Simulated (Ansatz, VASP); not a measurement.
## Zr2CO2 in two plane-wave programs

One calculation is typed for both programs; each brings its own data sets. How far apart do they land? The structure shown is the start of the Ansatz relaxation below; VASP solves that cell, so the two are compared at the walk's first step.

Calculated with Ansatz 0.2.0; plane waves, with VASP 6.6.1 beside it; single point at PBEsol.

### 1. The structure

The cell holds 5 atoms: 1 C, 2 Zr and 2 O. Its edges and angles: a = 3.279 Å, b = 3.279 Å, c = 32.600 Å, α = 90.0°, β = 90.0°, γ = 120.0°. Vacuum lies along c.

### 2. Ansatz: relaxation, PBEsol

Ansatz runs on its PAW soft_1 files.

The two programs are compared at the cell with which this relaxation starts, whose forces are those of its first step.

Contents of input.yaml:

```yaml
crystal:
  lattice:
    - [3.2787537359, 0.0, 0.0]
    - [-1.6393768679, 2.839484028, 0.0]
    - [0.0, 0.0, 32.6]
  atoms:
    - { symbol: C, position: [0.0, 0.0, 0.3067484663] }
    - { symbol: Zr, position: [0.3333333333, 0.6666666667, 0.3493183091] }
    - { symbol: Zr, position: [0.6666666667, 0.3333333333, 0.2641786234] }
    - { symbol: O, position: [0.6666666667, 0.3333333333, 0.37728391] }
    - { symbol: O, position: [0.3333333333, 0.6666666667, 0.2362130225] }
  periodic: [true, true, false]
kpoints:
  mp_grid: { grid: [9, 9, 1] }
hamiltonian:
  xc: pbesol
  pseudopotentials: { kind: paw, azcp: { folder: soft_1 }, xc_functional: pbe }
scf:
  occupations: { method: gaussian, width: 0.02 }
output:
  forces: true
  stress: true
  eigenvalues: true
relax:
  adjacent_minimum: "off"
  f_tol: 0.005
  max_steps: 80
  cell: { stress_2d_tol: 0.02 }
```

Run with:

```bash
$ ansatz run input.yaml --threads 4 --pin off --max-ram 16384MiB --backend cpu --events-out ev --progress --plain --runs-dir out
```

Numbers of over 12 decimals in the logs are rounded to 6 here.

Log:

```text
Engine: ansatz 0.2.0, aarch64-unknown-linux-gnu
Pseudopotentials: kind: paw
Pseudopotential: C, paw, valence charge 4, recommended cutoff 420 eV (normal), soft_1/C.paw.azcp
Pseudopotential: Zr, paw, valence charge 12, recommended cutoff 420 eV (normal), soft_1/Zr.paw.azcp
Pseudopotential: O, paw, valence charge 6, recommended cutoff 420 eV (normal), soft_1/O.paw.azcp
Functional definition: PBEsol
  exchange = pbesol_x
  correlation = pbesol_c
Crystal: 5 atoms, lattice volume = 303.505 Å³
Basis set: ecut = 420 eV, 6073 PW (Γ), exchange–correlation on 48×48×450 points (8 copies of the dense FFT grid, shifted against one another)
Bands: 25, of which v1, the nominal top of the filled ones, is band 20 counted from 1 (19 counted from 0)
Symmetry: 12 space group operations
Space group: P-3m1 (ITA 164), of the structure as read, at distance tolerance 6.7e-5 Å
k-points: 12 of 81
Non-local potential: C, projectors of the file, l = 0: 2, l = 1: 2, l = 2: 1
Non-local potential: Zr, projectors of the file, l = 0: 3, l = 1: 2, l = 2: 2, l = 3: 1
Non-local potential: O, projectors of the file, l = 0: 2, l = 1: 2, l = 2: 1
PAW form: soft (Blöchl's): semilocal exchange-correlation on the pseudo side does not see the compensation charge
PAW frozen core: C, regenerated for the run's functional, and the local potential with it (the file was generated under x = pbe(κ = 0.804, μ = 0.219515), c = pbe(β = 0.066725))
PAW frozen core: Zr, regenerated for the run's functional, and the local potential with it (the file was generated under x = pbe(κ = 0.804, μ = 0.219515), c = pbe(β = 0.066725))
PAW frozen core: O, regenerated for the run's functional, and the local potential with it (the file was generated under x = pbe(κ = 0.804, μ = 0.219515), c = pbe(β = 0.066725))
PAW one-centre angular grid: C, 110 points (default); XC on 64 Gauss nodes
PAW one-centre angular grid: Zr, 590 points (default); XC on 64 Gauss nodes
PAW one-centre angular grid: O, 110 points (default); XC on 64 Gauss nodes
Initial density: superposition of atomic densities (neutral atoms: chi_scale 0, normalization atom)
Initial wavefunctions: pseudopotential atomic-orbital guess
Functional: x = pbesol(κ = 0.804, μ = 0.123457), c = pbesol(β = 0.046)
SCF iter   1: F=—  HF=-9637.963084 eV  |F-HF|=—  |Δ(HF+E_count)|=         —  Δρ=7.49e-2  dr2=2.26e1  ethr=3.10e-3  ⟨swp⟩=12.9  Hψ=2386  notcnv=0
preconditioner: auto → Resta (q_TF=auto, 1.946 Å⁻¹)  ε∞=1.5  [insulator: Δε(μ)=3.037 eV  Ē_g=17.320 eV  σ=0.020 eV  W_gap=1.00  n_scr=20 (ndim 8)  ℏωp=12.8 eV  f_vac=0.746  D(μ)=0.00/eV (n_scr^D=0)  ε∞_Penn≈1.5  vacuum switching on, ρ_ref=2.2e-2 e/Å³]
SCF iter   2: F=—  HF=-9633.450564 eV  |F-HF|=—  |Δ(HF+E_count)|=    4.51e0  Δρ=5.13e-2  dr2=6.64e0  ethr=3.10e-3  ⟨swp⟩=5.7  Hψ=1082  notcnv=0  defer=13
SCF iter   3: F=—  HF=-9632.009807 eV  |F-HF|=—  |Δ(HF+E_count)|=    1.44e0  Δρ=1.19e-2  dr2=3.77e-1  ethr=3.10e-3  ⟨swp⟩=3.9  Hψ=770  notcnv=0  defer=12
SCF iter   4: F=—  HF=-9632.012203 eV  |F-HF|=—  |Δ(HF+E_count)|=   2.40e-3  Δρ=9.52e-3  dr2=3.90e-1  ethr=9.43e-4  ⟨swp⟩=4.0  Hψ=732  notcnv=0  defer=12
SCF iter   5: F=—  HF=-9631.948767 eV  |F-HF|=—  |Δ(HF+E_count)|=   6.34e-2  Δρ=1.98e-3  dr2=1.16e-2  ethr=9.43e-4  ⟨swp⟩=2.8  Hψ=491  notcnv=0  defer=12
SCF iter   6: F=—  HF=-9631.950478 eV  |F-HF|=—  |Δ(HF+E_count)|=   1.71e-3  Δρ=8.14e-4  dr2=1.62e-3  ethr=2.91e-5  ⟨swp⟩=3.5  Hψ=667  notcnv=0  defer=12
SCF iter   7: F=—  HF=-9631.950546 eV  |F-HF|=—  |Δ(HF+E_count)|=   6.87e-5  Δρ=3.39e-4  dr2=2.33e-4  ethr=4.05e-6  ⟨swp⟩=3.1  Hψ=646  notcnv=0  defer=12
SCF iter   8: F=—  HF=-9631.950548 eV  |F-HF|=—  |Δ(HF+E_count)|=   1.31e-6  Δρ=1.66e-4  dr2=6.32e-5  ethr=5.83e-7  ⟨swp⟩=2.8  Hψ=493  notcnv=0  defer=12
SCF iter   9: F=—  HF=-9631.950371 eV  |F-HF|=—  |Δ(HF+E_count)|=   1.77e-4  Δρ=7.56e-5  dr2=1.34e-5  ethr=1.58e-7  ⟨swp⟩=2.6  Hψ=472  notcnv=0  defer=12
iter 10 did not close the SCF: its close was put off until two iterations running show no level that it waits for move by more than its bar (scf_convergence_deferred on its scf_iter line)
SCF iter  10: F=-9631.950368 eV  HF=-9631.950369 eV  |F-HF|=5.33e-8  |Δ(HF+E_count)|=   2.47e-6  Δρ=6.59e-6  dr2=7.70e-8  ethr=2.50e-10  ⟨swp⟩=20.4  Hψ=2980  notcnv=0
iter 11 did not close the SCF: its close was put off until two iterations running show no level that it waits for move by more than its bar (scf_convergence_deferred on its scf_iter line)
SCF iter  11: F=-9631.950368 eV  HF=-9631.950369 eV  |F-HF|=7.64e-10  |Δ(HF+E_count)|=   1.27e-8  Δρ=5.76e-7  dr2=8.96e-10  ethr=1.92e-10  ⟨swp⟩=4.0  Hψ=1256  notcnv=0
SCF iter  12: F=-9631.950368 eV  HF=-9631.950368 eV  |F-HF|=8.55e-11  |Δ(HF+E_count)|=  1.95e-10  Δρ=1.75e-7  dr2=1.30e-10  ethr=2.24e-12  ⟨swp⟩=2.5  Hψ=1138  notcnv=0
SCF 1 converged in 12 iterations: F = -9631.950368 eV  dr2 = 1.30e-10
  greatest PAW one-centre occupation: 0.996 electrons in one spin orbital (limit 2), on the Zr atom at site 2 (counted from 0), in its partial waves of l = 0
relax step   1: F+E_penalty+E_count = -9631.95036850 eV  Δ(F+E_penalty+E_count) = +0.000e0 eV  max|allowed force component| = 1.180e-4 eV/Å  Δτ_max = 0.0000 Å  P = -0.002 N/m  Ω = 303.505 Å³  fix = [c, alpha, beta]  reactions: c -0.000 N/m  (12 SCF iters, dr2 threshold 1.00e-7 eV, accepted)
Initial density: handed on by an earlier stage of this run
Initial wavefunctions: pseudopotential atomic-orbital guess (no wavefunctions were taken with the density)
iter 1 solved again at ethr=3.13e-8 eV; its pass at ethr=3.10e-3 eV (dr2=1.25e-5 eV) is discarded
SCF iter   1: F=—  HF=-9631.950534 eV  |F-HF|=—  |Δ(HF+E_count)|=         —  Δρ=4.67e-7  dr2=4.21e-10  ethr=3.13e-8  ⟨swp⟩=7.5  Hψ=3964  notcnv=0
eigensolver tolerance schedule: the retry pair's looser diagonalisation over-reported the residual by 29720.81 of it (diagonalisation noise at 0.43 of the residual, at the tolerance the schedule requests for it); recorded, not acted on — ethr = c·dr2/N_el stays at c = 1.0e-1
preconditioner: auto → Resta (q_TF=auto, 1.946 Å⁻¹)  ε∞=2.2  [insulator: Δε(μ)=0.948 eV  Ē_g=9.606 eV  σ=0.020 eV  W_gap=1.00  n_scr=20 (ndim 8)  ℏωp=10.4 eV  f_vac=0.767  D(μ)=0.00/eV (n_scr^D=0)  ε∞_Penn≈2.2  vacuum switching on, ρ_ref=6.7e-3 e/Å³]
SCF iter   2: F=—  HF=-9631.950369 eV  |F-HF|=—  |Δ(HF+E_count)|=   1.66e-4  Δρ=2.71e-7  dr2=1.94e-10  ethr=1.05e-12  ⟨swp⟩=7.3  Hψ=1445  notcnv=0
SCF iter   3: F=—  HF=-9631.950368 eV  |F-HF|=—  |Δ(HF+E_count)|=  8.37e-11  Δρ=1.66e-7  dr2=7.64e-11  ethr=1.00e-12  ⟨swp⟩=1.4  Hψ=333  notcnv=0
SCF iter   4: F=—  HF=-9631.950369 eV  |F-HF|=—  |Δ(HF+E_count)|=  7.28e-11  Δρ=7.20e-8  dr2=1.25e-11  ethr=1.00e-12  ⟨swp⟩=2.1  Hψ=382  notcnv=0
SCF iter   5: F=-9631.950368 eV  HF=-9631.950368 eV  |F-HF|=1.82e-12  |Δ(HF+E_count)|=  2.18e-11  Δρ=3.08e-8  dr2=1.54e-12  ethr=1.00e-12  ⟨swp⟩=12.0  Hψ=2278  notcnv=0
SCF 2 converged in 5 iterations: F = -9631.950368 eV  dr2 = 1.54e-12
relax step   2: F+E_penalty+E_count = -9631.95036850 eV  Δ(F+E_penalty+E_count) = -1.110e-10 eV  max|allowed force component| = 1.204e-4 eV/Å  Δτ_max = 0.0000 Å  P = -0.002 N/m  Ω = 303.505 Å³  fix = [c, alpha, beta]  reactions: c -0.000 N/m  stress off target by 1.90e-3 N/m on what of the cell is left free  SCF on the basis re-selected at this cell (its energy is not comparable with the rows above)  (5 SCF iters)
basis re-selected at this cell: Δ(F+E_penalty+E_count) = -1.110e-10 eV, ΔP = -0.000 N/m vs the last step (what re-selecting the basis moved, of the pressure what is left beyond the Pulay correction that the steps carried, after the strain that the cell walked since its last selection, with what the two solves' SCF thresholds leave and, on support functions, any second-order correction that the steps lacked; it is no  [...]
SCF converged after 5 iterations
Free energy (F): -9631.950368 eV
Harris-Foulkes:  -9631.950368 eV  (|F-HF|=1.82e-12)
Internal energy: -9631.950368 eV  (E = F + TS)
E sigma→0 (E₀):  -9631.950368 eV
Fermi energy:    -4.870471 eV
--- Per-component energies (eV) ---
  E_band       = -882.415694
  E_kinetic    = 1056.731887
  E_local      = -97796.414119  (includes V_loc(G=0)·N_el)
  E_nonlocal   = 276.788186
  E_hartree    = 48235.430202
  E_xc         = -498.089893
  E_vxc        = -607.396143  (∫ρ·V_xc dr)
  E_paw        = -6227.874024  (= ΣΔE_a)
  E_vpaw       = -282.987445  (= ΣTr[D̂ρ^β])
  E_aug_tail   = 0.001507  (compensation charges beyond the density's cutoff)
  E_ewald      = 45321.052768
  E_core_change = 0.423118  (= ΣΔE_core)
  E_smearing   = -0.000000  (= −TS)
  E_closure    = -0.000000  (closes the sum)
  Σ components = -9631.950368   (vs F -9631.950368, Δ=0.00e0)
--- Forces (eV/Å), atoms counted from 1 ---
  atom   1  C      0.00000000     0.00000000     0.00000000
  atom   2  Zr    -0.00000000     0.00000000     0.00012040
  atom   3  Zr     0.00000000     0.00000000    -0.00012040
  atom   4  O      0.00000000    -0.00000000     0.00003282
  atom   5  O     -0.00000000     0.00000000    -0.00003282
  max |Σ_I F_I| component: 1.85e-17 eV/Å
--- 2D stress c σ (N/m, compression-positive) ---
       -0.001901      -0.000000      -0.000000
       -0.000000      -0.001901      -0.000000
        0.000000       0.000000       0.000000
  P = ½ c Tr σ = -0.0019 N/m
--- Band table (eV; the first three rows and the last of 12) ---
  k-point 0: bands = [... 16 lower, -9.6209, -6.5703, -5.3444, -5.3444, -3.5160, -3.5160, -3.0719, -2.0527, ... 1 higher]
  k-point 1: bands = [... 16 lower, -9.4280, -6.3906, -6.2057, -5.7672, -3.6235, -2.9889, -2.8305, -1.9650, ... 1 higher]
  k-point 2: bands = [... 16 lower, -9.1599, -7.4711, -6.3437, -6.2886, -4.0139, -2.3618, -2.2475, -1.4522, ... 1 higher]
  k-point 11: bands = [... 16 lower, -9.0751, -7.6687, -7.6304, -7.6304, -3.2238, -2.2556, -2.2556, -1.4249, ... 1 higher]
--- Relaxed structure (1 steps of the walk, 1 accepted, 1 SCFs on fresh bases) ---
  F+E_penalty+E_count = -9631.95036850 eV   max|allowed force component| = 1.204e-4 eV/Å   (the final SCF, on the basis selected at the relaxed cell)
  cell:  # Å, volume = 303.5050 Å³
    - [3.278754, -2.8867446788563917e-11, 0.0]
    - [-1.639377, 2.839484, 0.0]
    - [0.0, 0.0, 32.6]
  atoms:
    - { symbol: C, position: [0.0, 0.0, 0.30674846626] }
    - { symbol: Zr, position: [0.333333, 0.666667, 0.34931830911] }
    - { symbol: Zr, position: [0.666667, 0.333333, 0.26417862341] }
    - { symbol: O, position: [0.666667, 0.333333, 0.377284] }
    - { symbol: O, position: [0.333333, 0.666667, 0.23621302251] }
```

### 3. VASP: single point, PBEsol, start cell, pair 1

The same cell, functional, mesh and smearing now go to VASP, with its own data sets.

Lines of VASP's logs that name or quote its potential files are left out, and so is its time.

Contents of INCAR:

```
SYSTEM = Zr2CO2
PREC = Accurate
ENCUT = 520
EDIFF = 1E-06
NELM = 120
ISMEAR = 0
SIGMA = 0.02
LREAL = .FALSE.
ALGO = Normal
GGA = PS
NBANDS = 26
LASPH = .TRUE.
LORBIT = 11
LWAVE = .FALSE.
LCHARG = .FALSE.
ISIF = 2
LDIPOL = .TRUE.
IDIPOL = 3
DIPOL = 0.5 0.5 0.307
LVHAR = .TRUE.
GGA_COMPAT = .FALSE.
EFERMI = MIDGAP
NELMDL = -8
KPAR = 2
```

Contents of POSCAR:

```
Zr2CO2
1.0
    3.2787540000      0.0000000000      0.0000000000
   -1.6393770000      2.8394840000      0.0000000000
    0.0000000000      0.0000000000     32.6000000000
C Zr O
1 2 2
Direct
    0.0000000000      0.0000000000      0.3067484663
    0.3333332746      0.6666665493      0.3493183129
    0.6666667254      0.3333334507      0.2641786196
    0.6666667254      0.3333334507      0.3772838957
    0.3333332746      0.6666665493      0.2362130368
```

Contents of KPOINTS:

```
Automatic mesh
0
Gamma
9 9 1
0 0 0
```

The projector-augmented-wave data sets are C, Zr_sv and O (PBE family, release 64).

Run with:

```bash
$ mpirun -np 2 vasp_std
```

Log:

```text
[banner, memory and clock lines left out]
running    2 mpi-ranks, on    1 nodes
 distrk:  each k-point on    1 cores,    2 groups
 distr:  one band on    1 cores,    1 groups

 POSCAR found type information on POSCAR C ZrO
 POSCAR found :  3 types and       5 ions
|                                                                             |
|               ----> ADVICE to this user running VASP <----                  |
|                                                                             |
|     You enforced a specific xc type in the INCAR file but a different       |
|     [... a line on the potential file left out ...]
|     I HOPE YOU KNOW WHAT YOU ARE DOING!                                     |
|                                                                             |

 LDA part: xc-table for (Slater+PW92), standard interpolation
 POSCAR, INCAR and KPOINTS ok, starting setup
 FFT: planning ... GRIDC
 FFT: planning ... GRID_SOFT
 FFT: planning ... GRID
 WAVECAR not read
 entering main loop
       N       E                     dE             d eps       ncg     rms          rms(c)
DAV:   1     0.385363419271E+03    0.38536E+03   -0.19295E+04   768   0.124E+03
DAV:   2    -0.100754677206E+02   -0.39544E+03   -0.38835E+03   878   0.335E+02
DAV:   3    -0.561415296522E+02   -0.46066E+02   -0.45736E+02   916   0.106E+02
DAV:   4    -0.587956182279E+02   -0.26541E+01   -0.26490E+01   978   0.237E+01
DAV:   5    -0.589004247881E+02   -0.10481E+00   -0.10480E+00   936   0.338E+00
DAV:   6    -0.589018946399E+02   -0.14699E-02   -0.14698E-02   900   0.530E-01
DAV:   7    -0.589019374601E+02   -0.42820E-04   -0.42819E-04   960   0.749E-02
DAV:   8    -0.589019382923E+02   -0.83221E-06   -0.83223E-06   852   0.127E-02    0.347E+01
DAV:   9    -0.498926360057E+02    0.90093E+01   -0.58668E+01   704   0.407E+01    0.148E+01
DAV:  10    -0.497023322438E+02    0.19030E+00   -0.50985E+00   768   0.135E+01    0.760E+00
DAV:  11    -0.496031797265E+02    0.99153E-01   -0.68004E-01   830   0.524E+00    0.959E-01
DAV:  12    -0.495941595674E+02    0.90202E-02   -0.83430E-02   840   0.185E+00    0.585E-01
DAV:  13    -0.495882702956E+02    0.58893E-02   -0.18959E-02   812   0.104E+00    0.251E-01
DAV:  14    -0.495878333038E+02    0.43699E-03   -0.26699E-03   812   0.361E-01    0.102E-01
[...]
DAV:  18    -0.495895219013E+02   -0.27073E-03   -0.47122E-05   886   0.277E-02    0.961E-03
DAV:  19    -0.495897196008E+02   -0.19770E-03   -0.17954E-05   684   0.174E-02    0.856E-03
DAV:  20    -0.495898827119E+02   -0.16311E-03   -0.67550E-06   650   0.106E-02    0.193E-03
DAV:  21    -0.495899703055E+02   -0.87594E-04   -0.39253E-06   640   0.572E-03    0.132E-03
DAV:  22    -0.495900185884E+02   -0.48283E-04   -0.28206E-06   656   0.506E-03    0.746E-04
DAV:  23    -0.495900226186E+02   -0.40302E-05   -0.11365E-07   536   0.156E-03    0.283E-04
DAV:  24    -0.495900304867E+02   -0.78682E-05   -0.33962E-07   550   0.149E-03    0.265E-04
DAV:  25    -0.495900312752E+02   -0.78842E-06   -0.28228E-08   424   0.635E-04
   1 F= -.49590031E+02 E0= -.49590031E+02  d E =0.000000E+00
```

OUTCAR, selected parts (step 3):

```text
ion  position               nearest neighbor table
   1  0.000  0.000  0.307-   2 2.35   3 2.35   2 2.35   2 2.35   3 2.35   3 2.35
   2  0.333  0.667  0.349-   4 2.10   4 2.10   4 2.10   1 2.35   1 2.35   1 2.35   3 3.36   3 3.36
                             3 3.36
   3  0.667  0.333  0.264-   5 2.10   5 2.10   5 2.10   1 2.35   1 2.35   1 2.35   2 3.36   2 3.36
                             2 3.36
   4  0.667  0.333  0.377-   2 2.10   2 2.10   2 2.10
   5  0.333  0.667  0.236-   3 2.10   3 2.10   3 2.10

  LATTYP: Found a hexagonal cell.
 ALAT       =     3.2787540000
 C/A-ratio  =     9.9428014423

 Subroutine GETGRP returns: Found 12 space group operations
 (whereof  6 operations were pure point group operations)

The static configuration has the point symmetry C_3v.
 The point group associated with its full space group is D_3d.

 Found     12 irreducible k-points:

   k-points           NKPTS =     12   k-points in BZ     NKDIM =     12   number of bands    NBANDS=     26

   dimension x,y,z NGX =    24 NGY =   24 NGZ =  250
   dimension x,y,z NGXF=    48 NGYF=   48 NGZF=  500

   ENCUT  =  520.0 eV  38.22 Ry    6.18 a.u.   6.10  6.10 60.61*2*pi/ulx,y,z

   NELECT =      40.0000    total number of electrons

 k-points in reciprocal lattice and weights: Automatic mesh
   0.00000000  0.00000000  0.00000000       0.012
   0.11111111 -0.00000000  0.00000000       0.074
   0.22222222 -0.00000000  0.00000000       0.074
   0.33333333  0.00000000  0.00000000       0.074
   0.44444444 -0.00000000  0.00000000       0.074
   0.11111111  0.11111111  0.00000000       0.074
   0.22222222  0.11111111  0.00000000       0.148
   0.33333333  0.11111111  0.00000000       0.148
   0.44444444  0.11111111  0.00000000       0.074
   0.22222222  0.22222222  0.00000000       0.074
   0.33333333  0.22222222  0.00000000       0.148
   0.33333333  0.33333333  0.00000000       0.025

 dipolmoment           0.000000      0.000000      0.000002 electrons x Angstroem

 average (electrostatic) potential at core
       1 -55.7229       2 -85.7830       3 -85.7830       4 -77.9326       5 -77.9326

 E-fermi :  -2.1184

 k-point     1 :       0.0000    0.0000    0.0000
  band No.  band energies     occupation
    ...
     16      -7.3185      2.00000
     17      -6.8597      2.00000
     18      -3.8205      2.00000
     19      -2.5917      2.00000
     20      -2.5917      2.00000
     21      -0.7665      0.00000
     22      -0.7665      0.00000
     23      -0.3212      0.00000
     24       0.6995      0.00000
     25       0.6995      0.00000
    ...

 k-point     2 :       0.1111   -0.0000    0.0000
  band No.  band energies     occupation
    ...
     16      -7.2276      2.00000
     17      -6.6678      2.00000
     18      -3.6397      2.00000
     19      -3.4535      2.00000
     20      -3.0151      2.00000
     21      -0.8736      0.00000
     22      -0.2381      0.00000
     23      -0.0797      0.00000
     24       0.7873      0.00000
     25       0.9700      0.00000
    ...

 k-point     3 :       0.2222   -0.0000    0.0000
  band No.  band energies     occupation
    ...
     16      -7.0209      2.00000
     17      -6.3993      2.00000
     18      -4.7195      2.00000
     19      -3.5905      2.00000
     20      -3.5364      2.00000
     21      -1.2638      0.00000
     22       0.3905      0.00000
     23       0.5054      0.00000
     24       1.3028      0.00000
     25       1.3522      0.00000
    ...

  Total        0.1976822      0.1976822      0.0532564      0.0000000      0.0000000      0.0000000
  in kB        1.0435476      1.0435474      0.2811361      0.0000000      0.0000000      0.0000000
  external PRESSURE =       0.7894104 kB  Pullay stress =       0.0000000 kB

  energy-cutoff  :      520.00
  volume of cell :      303.51
      direct lattice vectors                 reciprocal lattice vectors
     3.278754000  0.000000000  0.000000000     0.304993909  0.176088332  0.000000000
    -1.639377000  2.839484000  0.000000000     0.000000000  0.352176663  0.000000000
     0.000000000  0.000000000 32.600000000     0.000000000  0.000000000  0.030674847

 POSITION                                       TOTAL-FORCE (eV/Angst)
 -----------------------------------------------------------------------------------
      0.00000      0.00000     10.00000         0.000000      0.000000      0.000000
     -0.00000      1.89299     11.38778        -0.000000      0.000000     -0.012567
      1.63938      0.94649      8.61222         0.000000      0.000000      0.012567
      1.63938      0.94649     12.29945         0.000000      0.000000      0.034591
     -0.00000      1.89299      7.70054        -0.000000     -0.000000     -0.034591
 -----------------------------------------------------------------------------------
    total drift:                                0.000000     -0.000000      0.000014

  FREE ENERGIE OF THE ION-ELECTRON SYSTEM (eV)
  ---------------------------------------------------
  free  energy   TOTEN  =       -49.5900312752 eV

  energy  without entropy=      -49.5900312752  energy(sigma->0) =      -49.59003128

 vacuum level on the upper side and lower side of the slab         2.769         2.769

 total charge
# of ion       s       p       d       tot
------------------------------------------
    1        0.868   1.517   0.000   2.384
    2        2.184   6.059   1.540   9.784
    3        2.184   6.059   1.540   9.784
    4        1.568   3.464   0.000   5.031
    5        1.568   3.464   0.000   5.031
--------------------------------------------------
tot          8.372  20.563   3.081  32.015

[... 3 further parts left out ...]
```

The run ends at a pressure of 0.08 GPa, with forces up to 0.035 eV/Å.

(Continued in part 2 of 2.)

[Lines on the potential files, build, host, timing and source positions are cut from VASP's logs without a mark.]

[Logs are printed without paths, hosts, clocks, repeated set-up lines and the standing remarks that a program may print on its own settings, such as how far it seeks lower states.]

[Hosts, paths, dates, database ids (printed as entryN), source tags and the programs' standing remarks are cut or masked in the printed files.]
